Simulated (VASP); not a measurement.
# MnF2: cell size against the level of theory, part 2 of 3

Which functional gives the lattice of MnF2 as experiment finds it, and is a dearer one worth its cost? The start is a cell from a database of measured crystal structures.

VASP 6.6.1, plane waves and PAW; the level of theory is named at each step.

Still holding for the runs below: The magnetic state follows from one typed start and may not be the lowest. Experiment finds antiferromagnetic order in this phase (a transition is listed at 68 K, arxiv:0910.3137), so this ferromagnetic run describes another state.

So far. Step 2 (Relaxation with PBE): It ends with a largest force of 0.008 eV/Å and a pressure of 0.11 GPa. The volume lies +5.1 % from that of the database's start. The conventional cell has a = 4.947 and c = 3.340 Å.

## 3. Relaxation with LDA

This step: LDA, spin-polarised from a ferromagnetic start; plane waves and PAW (Mn_pv, F) (VASP 6.6.1).

LDA, the lowest rung, knows the local density alone.

File INCAR:

```
SYSTEM = MnF2
PREC = Accurate
ENCUT = 560
EDIFF = 1E-06
NELM = 100
ISMEAR = -1
SIGMA = 0.05
LREAL = .FALSE.
ALGO = Normal
GGA = CA
NBANDS = 41
ISPIN = 2
MAGMOM = 4 4 0 0 0 0
LASPH = .TRUE.
LMAXMIX = 4
LORBIT = 11
LWAVE = .FALSE.
LCHARG = .FALSE.
KPAR = 2
IBRION = 2
NSW = 60
ISIF = 3
EDIFFG = -0.01
```

File POSCAR:

```
MnF2
1.0
    4.8509000000      0.0000000000      0.0000000000
    0.0000000000      4.8509000000      0.0000000000
    0.0000000000      0.0000000000      3.3043000000
Mn F
2 4
Direct
    0.0000000000      0.0000000000      0.0000000000
    0.5000000000      0.5000000000      0.5000000000
    0.3046000000      0.3046000000      0.0000000000
    0.1954000000      0.8046000000      0.5000000000
    0.6954000000      0.6954000000      0.0000000000
    0.8046000000      0.1954000000      0.5000000000
```

File KPOINTS:

```
Automatic mesh
0
Gamma
6 6 8
0 0 0
```

PAW data sets: Mn_pv and F (PBE family, release 64).

Run with:

```
$ mpirun -np 2 vasp_std
```

The program printed:

```text
[banner, memory and clock lines left out]
running    2 mpi-ranks, on    1 nodes
 distrk:  each k-point on    1 cores,    2 groups
 distr:  one band on    1 cores,    1 groups

 POSCAR found type information on POSCAR MnF
 POSCAR found :  2 types and       6 ions
|                                                                             |
|               ----> ADVICE to this user running VASP <----                  |
|                                                                             |
|     You enforced a specific xc type in the INCAR file but a different       |
|     [... a line on the potential file left out ...]
|     I HOPE YOU KNOW WHAT YOU ARE DOING!                                     |
|                                                                             |

 LDA part: xc-table for (Slater(with rela. corr.)+CA(PZ))
 , standard interpolation
 POSCAR, INCAR and KPOINTS ok, starting setup
 FFT: planning ... GRIDC
 FFT: planning ... GRID_SOFT
 FFT: planning ... GRID
 WAVECAR not read
 entering main loop
       N       E                     dE             d eps       ncg     rms          rms(c)
DAV:   1     0.691835754867E+03    0.69184E+03   -0.30810E+04  8248   0.157E+03
DAV:   2     0.191398623633E+02   -0.67270E+03   -0.62705E+03  8502   0.465E+02
DAV:   3    -0.439782494597E+02   -0.63118E+02   -0.62097E+02  9458   0.154E+02
DAV:   4    -0.450559696434E+02   -0.10777E+01   -0.10756E+01  8670   0.216E+01
DAV:   5    -0.450675254039E+02   -0.11556E-01   -0.11555E-01  9351   0.227E+00    0.208E+01
DAV:   6    -0.419612614486E+02    0.31063E+01   -0.14513E+01  9669   0.314E+01    0.175E+01
DAV:   7    -0.419162899653E+02    0.44971E-01   -0.12665E+00  8408   0.951E+00    0.116E+01
DAV:   8    -0.418676080362E+02    0.48682E-01   -0.14952E-01  9272   0.283E+00    0.598E+00
DAV:   9    -0.418578887179E+02    0.97193E-02   -0.23989E-02  9040   0.156E+00    0.776E-01
DAV:  10    -0.418587754374E+02   -0.88672E-03   -0.62306E-03  9021   0.483E-01    0.153E-01
DAV:  11    -0.418588913224E+02   -0.11589E-03   -0.29033E-04  8588   0.110E-01    0.849E-02
DAV:  12    -0.418589313487E+02   -0.40026E-04   -0.13850E-05  8787   0.251E-02    0.288E-02
DAV:  13    -0.418589413946E+02   -0.10046E-04   -0.31031E-06  7688   0.107E-02    0.155E-02
DAV:  14    -0.418589416771E+02   -0.28256E-06   -0.63936E-07  4962   0.562E-03
   1 F= -.41858942E+02 E0= -.41858940E+02  d E =-.418589E+02  mag=    10.0000
 curvature:   0.00 expect dE= 0.000E+00 dE for cont linesearch  0.000E+00
 trial: gam= 0.00000 g(F)=  0.710E-03 g(S)=  0.122E+00 ort = 0.000E+00 (trialstep = 0.100E+01)
 search vector abs. value=  0.123E+00
 bond charge predicted
       N       E                     dE             d eps       ncg     rms          rms(c)
DAV:   1    -0.439602211821E+02   -0.21013E+01   -0.35265E+01  9069   0.480E+01    0.125E+01
DAV:   2    -0.419335720451E+02    0.20266E+01   -0.52438E+00  8960   0.165E+01    0.790E+00
DAV:   3    -0.419438246120E+02   -0.10253E-01   -0.32403E-01  8636   0.434E+00    0.268E+00
DAV:   4    -0.419188698184E+02    0.24955E-01   -0.14399E-02  8586   0.746E-01    0.157E+00
DAV:   5    -0.419071522115E+02    0.11718E-01   -0.71442E-03  8631   0.619E-01    0.420E-01
DAV:   6    -0.419075002799E+02   -0.34807E-03   -0.71447E-04  9139   0.242E-01    0.597E-02
DAV:   7    -0.419075178013E+02   -0.17521E-04   -0.68145E-05  8831   0.504E-02    0.320E-02
DAV:   8    -0.419075226870E+02   -0.48857E-05   -0.32488E-06  8850   0.155E-02    0.113E-02
DAV:   9    -0.419075235777E+02   -0.89070E-06   -0.67507E-07  5484   0.605E-03
   2 F= -.41907524E+02 E0= -.41907521E+02  d E =-.485819E-01  mag=    10.0000
[...]
3 F= -.41910429E+02 E0= -.41910427E+02  d E =-.514876E-01  mag=    10.0000
[...]
4 F= -.41910413E+02 E0= -.41910411E+02  d E =-.514714E-01  mag=    10.0000
[...]
5 F= -.41910482E+02 E0= -.41910479E+02  d E =-.687033E-04  mag=    10.0000
[...]
6 F= -.41910529E+02 E0= -.41910527E+02  d E =-.116428E-03  mag=    10.0000
 curvature:  -1.97 expect dE=-0.995E-04 dE for cont linesearch -0.123E-04
 ZBRENT: interpolating
 opt :   3.0948  next Energy=   -41.910538 (dE=-0.125E-03)
 bond charge predicted
       N       E                     dE             d eps       ncg     rms          rms(c)
DAV:   1    -0.419106554162E+02   -0.12593E-03   -0.87663E-03  8383   0.596E-01    0.968E-02
DAV:   2    -0.419105595003E+02    0.95916E-04   -0.24688E-04  8904   0.118E-01    0.605E-02
DAV:   3    -0.419105319294E+02    0.27571E-04   -0.21909E-05  9330   0.359E-02    0.317E-02
DAV:   4    -0.419105221904E+02    0.97390E-05   -0.89504E-06  9838   0.205E-02    0.103E-02
DAV:   5    -0.419105216573E+02    0.53303E-06   -0.17843E-06  5870   0.934E-03
   7 F= -.41910522E+02 E0= -.41910519E+02  d E =-.108623E-03  mag=    10.0000
 curvature:  -1.36 expect dE=-0.521E-04 dE for cont linesearch -0.144E-05
 trial: gam= 0.08989 g(F)=  0.979E-05 g(S)=  0.286E-04 ort =-0.939E-05 (trialstep = 0.139E+01)
 search vector abs. value=  0.374E-04
 reached required accuracy - stopping structural energy minimisation
```

Wall time 8.5 min (2 MPI ranks of Intel Xeon Platinum 8259CL at 2.50GHz (Skylake/Cascade Lake), shared host); peak memory 0.68 GiB.

From OUTCAR (step 3):

```text
 Found     50 irreducible k-points:

   NELECT =      54.0000    total number of electrons

 E-fermi :   4.2757

 spin component 1
 k-point     1 :       0.0000    0.0000    0.0000
  band No.  band energies     occupation
    ...
     28       2.0520      1.00000
     29       2.2341      1.00000
     30       3.2763      1.00000
     31       3.2763      1.00000
     32       3.9100      0.99933
     33       4.6065      0.00134
     34       9.8656      0.00000
     35       9.8656      0.00000
     36      11.7323      0.00000
     37      12.8401      0.00000
    ...

 k-point     2 :       0.1667    0.0000    0.0000
  band No.  band energies     occupation
    ...
     28       2.1590      1.00000
     29       2.1909      1.00000
     30       3.2385      1.00000
     31       3.2461      1.00000
     32       3.8045      0.99992
     33       4.9567      0.00000
     34       9.3224      0.00000
     35      10.0624      0.00000
     36      11.8583      0.00000
     37      13.2209      0.00000
    ...

 k-point     3 :       0.3333    0.0000    0.0000
  band No.  band energies     occupation
    ...
     28       2.0151      1.00000
     29       2.5442      1.00000
     30       3.1628      1.00000
     31       3.1774      1.00000
     32       3.4936      1.00000
     33       5.8562      0.00000
     34       8.2392      0.00000
     35      10.6007      0.00000
     36      11.7667      0.00000
     37      13.5533      0.00000
    ...

 k-point     4 :       0.5000    0.0000    0.0000
  band No.  band energies     occupation
    ...
     28       1.8041      1.00000
     29       3.0371      1.00000
     30       3.0371      1.00000
     31       3.1315      1.00000
     32       3.1315      1.00000
     33       7.0221      0.00000
     34       7.0221      0.00000
     35      11.2879      0.00000
     36      11.2879      0.00000
     37      13.3763      0.00000
    ...

  Total       -0.0290997     -0.0290997     -0.0431418     -0.0000000      0.0000000      0.0000000
  in kB       -0.6266717     -0.6266717     -0.9290737     -0.0000000      0.0000000      0.0000000
  external PRESSURE =      -0.7274724 kB  Pullay stress =       0.0000000 kB

  energy-cutoff  :      560.00
  volume of cell :       74.40
      direct lattice vectors                 reciprocal lattice vectors
     4.781161631 -0.000000000  0.000000000     0.209154192  0.000000000  0.000000000
    -0.000000000  4.781161631  0.000000000     0.000000000  0.209154192  0.000000000
     0.000000000  0.000000000  3.254556026     0.000000000  0.000000000  0.307261572

 POSITION                                       TOTAL-FORCE (eV/Angst)
 -----------------------------------------------------------------------------------
      0.00000      0.00000      0.00000        -0.000000     -0.000000      0.000000
      2.39058      2.39058      1.62728        -0.000000     -0.000000      0.000000
      1.45728      1.45728      0.00000         0.005035      0.005035     -0.000000
      0.93330      3.84786      1.62728        -0.005035      0.005035      0.000000
      3.32388      3.32388      0.00000        -0.005035     -0.005035      0.000000
      3.84786      0.93330      1.62728         0.005035     -0.005035      0.000000
 -----------------------------------------------------------------------------------
    total drift:                                0.000000      0.000000     -0.000000

  FREE ENERGIE OF THE ION-ELECTRON SYSTEM (eV)
  ---------------------------------------------------
  free  energy   TOTEN  =       -41.9105216573 eV

  energy  without entropy=      -41.9105169059  energy(sigma->0) =      -41.91051928

 total charge
# of ion       s       p       d       tot
------------------------------------------
    1        0.183   6.174   4.986  11.344
    2        0.183   6.174   4.986  11.344
    3        1.722   4.348   0.000   6.070
    4        1.722   4.348   0.000   6.070
    5        1.722   4.348   0.000   6.070
    6        1.722   4.348   0.000   6.070
--------------------------------------------------
tot          7.255  29.740   9.972  46.967

 magnetization (x)
# of ion       s       p       d       tot
------------------------------------------
    1        0.021   0.019   4.503   4.544
    2        0.021   0.019   4.503   4.544
    3        0.010   0.095   0.000   0.105
    4        0.010   0.095   0.000   0.105
    5        0.010   0.095   0.000   0.105
    6        0.010   0.095   0.000   0.105
--------------------------------------------------
tot          0.080   0.419   9.007   9.507

[... 9 parts as in an earlier step ...]

[... 9 further parts left out ...]
```

CONTCAR:

```
MnF2
   1.00000000000000
     4.7811616305221198   -0.0000000000000000    0.0000000000000000
    -0.0000000000000000    4.7811616305221198    0.0000000000000000
     0.0000000000000000    0.0000000000000000    3.2545560259695274
  Mn              F
     2     4
Direct
     0.0000000000000000    0.0000000000000000    0.0000000000000000
     0.5000000000000000    0.5000000000000000    0.5000000000000000
     0.3047959656943703    0.3047959656943703    0.0000000000000000
     0.1952040343056296    0.8047959656943704    0.5000000000000000
     0.6952040343056296    0.6952040343056296    0.0000000000000000
     0.8047959656943704    0.1952040343056296    0.5000000000000000
```

The PAW data sets were made with PBE, though LDA sets exist; this is a small mismatch.

Relaxation path:

```tsv
step	energy less that of the first step (eV)	largest force (eV/Å)	pressure (GPa)	volume (Å³)
1	0.0000	0.0606	-4.60	77.75
2	-0.0486	0.0255	1.19	73.64
3	-0.0515	0.0069	0.04	74.39
4	-0.0515	0.0054	-0.11	74.45
5	-0.0515	0.0014	-0.12	74.44
6	-0.0516	0.0104	-0.07	74.38
7	-0.0516	0.0071	-0.07	74.40
```

```tsv
conventional cell, symmetrised	before	after	change
a (Å)	4.851	4.781	-1.4 %
b (Å)	4.851	4.781	-1.4 %
c (Å)	3.304	3.255	-1.5 %
volume (Å³/atom)	12.96	12.40	-4.3 %
```

The relaxed structure:

```xyz
6
Lattice="4.7812 0.0000 0.0000 0.0000 4.7812 0.0000 0.0000 0.0000 3.2546" Properties=species:S:1:pos:R:3 pbc="T T T"
Mn    0.0000    0.0000    0.0000
Mn    2.3906    2.3906    1.6273
F     1.4573    1.4573    0.0000
F     0.9333    3.8479    1.6273
F     3.3239    3.3239    0.0000
F     3.8479    0.9333    1.6273
```

This step gave:

| Item | Value |
| --- | --- |
| free energy (TOTEN) | -41.91 eV |
| Fermi energy | 4.276 eV |
| pressure | -0.07275 GPa |
| gap on the k-mesh | 0.6965 eV |
| least direct gap on the k-mesh | 0.6965 eV |

Spin moment in the PAW sphere by atom:

```tsv
atom	spin moment in the PAW sphere (μB)
Mn1	4.54
Mn2	4.54
F3	0.10
F4	0.10
F5	0.10
F6	0.10
```

It ends at 12.40 Å³/atom, -4.3 % from the start, with -0.07 GPa left. The conventional cell has a = 4.781 and c = 3.255 Å.

## 4. Relaxation with r2SCAN

This step: r2SCAN, spin-polarised from a ferromagnetic start; plane waves and PAW (Mn_pv, F) (VASP 6.6.1).

r2SCAN adds the kinetic-energy density, costs more than a GGA and is run with LASPH.

Edit INCAR of step 3 so:

```diff
@@ -9,3 +9,4 @@
 ALGO = Normal
-GGA = CA
+METAGGA = R2SCAN
+LASPH = .TRUE.
 NBANDS = 41
@@ -13,3 +14,2 @@
 MAGMOM = 4 4 0 0 0 0
-LASPH = .TRUE.
 LMAXMIX = 4
```

POSCAR is that of step 3.

KPOINTS is that of step 3.

Run with:

```
$ mpirun -np 2 vasp_std
```

The program printed:

```text
[banner, memory and clock lines left out]
running    2 mpi-ranks, on    1 nodes
[...]
[... a notice as in an earlier step ...]

 LDA part: xc-table for (None), standard interpolation
 POSCAR, INCAR and KPOINTS ok, starting setup
[...]
entering main loop
       N       E                     dE             d eps       ncg     rms          rms(c)
DAV:   1     0.694495641837E+03    0.69450E+03   -0.31366E+04  8256   0.160E+03
DAV:   2    -0.939255175001E+01   -0.70389E+03   -0.65497E+03  8527   0.481E+02
DAV:   3    -0.748318550662E+02   -0.65439E+02   -0.64515E+02  9413   0.159E+02
DAV:   4    -0.759329126792E+02   -0.11011E+01   -0.10989E+01  8741   0.221E+01
[...]
DAV:  14    -0.593725646598E+02   -0.18791E-04   -0.15707E-05  9097   0.283E-02    0.244E-02
DAV:  15    -0.593725716212E+02   -0.69614E-05   -0.11475E-05  7986   0.179E-02    0.328E-03
DAV:  16    -0.593725721706E+02   -0.54944E-06   -0.44881E-07  5161   0.435E-03
   1 F= -.59372572E+02 E0= -.59372572E+02  d E =-.593726E+02  mag=    10.0000
[... from here on, the cycles between the ionic steps are left out ...]
   2 F= -.59375658E+02 E0= -.59375658E+02  d E =-.308554E-02  mag=    10.0000
   3 F= -.59375880E+02 E0= -.59375880E+02  d E =-.330802E-02  mag=    10.0000
   4 F= -.59375874E+02 E0= -.59375874E+02  d E =-.330186E-02  mag=    10.0000
   5 F= -.59375960E+02 E0= -.59375960E+02  d E =-.859780E-04  mag=    10.0000
   6 F= -.59376004E+02 E0= -.59376004E+02  d E =-.129819E-03  mag=    10.0000
[...]
reached required accuracy - stopping structural energy minimisation
```

It took 32 min on 2 MPI ranks; peak memory 0.83 GiB; 57 min of CPU time.

Parts of OUTCAR (step 4):

```text
  Total        0.0029536      0.0029536      0.0078236      0.0000000      0.0000000      0.0000000
  in kB        0.0601236      0.0601236      0.1592595      0.0000000      0.0000000      0.0000000
  external PRESSURE =       0.0931689 kB  Pullay stress =       0.0000000 kB

 POSITION                                       TOTAL-FORCE (eV/Angst)
 -----------------------------------------------------------------------------------
      0.00000      0.00000      3.31409        -0.000000      0.000000      0.000000
      2.43666      2.43666      1.65704        -0.000000      0.000000      0.000000
      1.48650      1.48650      0.00000        -0.000597     -0.000597      0.000000
      0.95016      3.92316      1.65704         0.000597     -0.000597      0.000000
      3.38682      3.38682      3.31409         0.000597      0.000597     -0.000000
      3.92316      0.95016      1.65704        -0.000597      0.000597      0.000000
 -----------------------------------------------------------------------------------
    total drift:                                0.000000     -0.000000     -0.000000

  FREE ENERGIE OF THE ION-ELECTRON SYSTEM (eV)
  ---------------------------------------------------
  free  energy   TOTEN  =       -59.3760038526 eV

  energy  without entropy=      -59.3760038524  energy(sigma->0) =      -59.37600385

 magnetization (x)
# of ion       s       p       d       tot
------------------------------------------
    1        0.021   0.019   4.596   4.636
    2        0.021   0.019   4.596   4.636
    3        0.009   0.070   0.000   0.079
    4        0.009   0.070   0.000   0.079
    5        0.009   0.070   0.000   0.079
    6        0.009   0.070   0.000   0.079
--------------------------------------------------
tot          0.077   0.318   9.193   9.588

[... 2 parts as in an earlier step ...]

[... 2 further parts left out ...]
[key lines of the parts left out:]
E-fermi :   3.6921
```

The PAW data sets were made with PBE, which is usual practice but a small mismatch for other functionals.

Relaxation path:

```tsv
step	energy less that of the first step (eV)	largest force (eV/Å)	pressure (GPa)	volume (Å³)
1	0.0000	0.0131	1.24	77.75
2	-0.0031	0.0234	-0.27	78.89
3	-0.0033	0.0212	0.03	78.65
4	-0.0033	0.0215	-0.01	78.68
5	-0.0034	0.0124	0.01	78.69
6	-0.0034	0.0008	0.01	78.71
```

```tsv
conventional cell, symmetrised	before	after	change
a (Å)	4.851	4.873	+0.5 %
b (Å)	4.851	4.873	+0.5 %
c (Å)	3.304	3.314	+0.3 %
volume (Å³/atom)	12.96	13.12	+1.2 %
```

The relaxed structure:

```xyz
6
Lattice="4.8733 0.0000 0.0000 0.0000 4.8733 0.0000 0.0000 0.0000 3.3141" Properties=species:S:1:pos:R:3 pbc="T T T"
Mn    0.0000    0.0000    0.0000
Mn    2.4367    2.4367    1.6570
F     1.4865    1.4865    0.0000
F     0.9502    3.9232    1.6570
F     3.3868    3.3868    0.0000
F     3.9232    0.9502    1.6570
```

Spin moment in the PAW sphere by atom:

```tsv
atom	spin moment in the PAW sphere (μB)
Mn1	4.64
Mn2	4.64
F3	0.08
F4	0.08
F5	0.08
F6	0.08
```

It ends at 13.12 Å³/atom, +1.2 % from the start, with 0.01 GPa left. The conventional cell has a = 4.873 and c = 3.314 Å.

[end of part 2 of 3]

[Lines on the potential files, build, host, timing and source positions are cut from VASP's logs without a mark.]

[Logs are printed without paths, hosts, clocks, repeated set-up lines and the standing remarks that a program may print on its own settings, such as how far it seeks lower states.]

[Hosts, paths, dates, database ids (printed as entryN), source tags and the programs' standing remarks are cut or masked in the printed files.]

[A measured line is paired with the nearest computed mode of its activity, which favours agreement.]

[In band tables of VASP the shares of atoms and orbitals are scaled to a sum of 1 inside the atoms' spheres.]
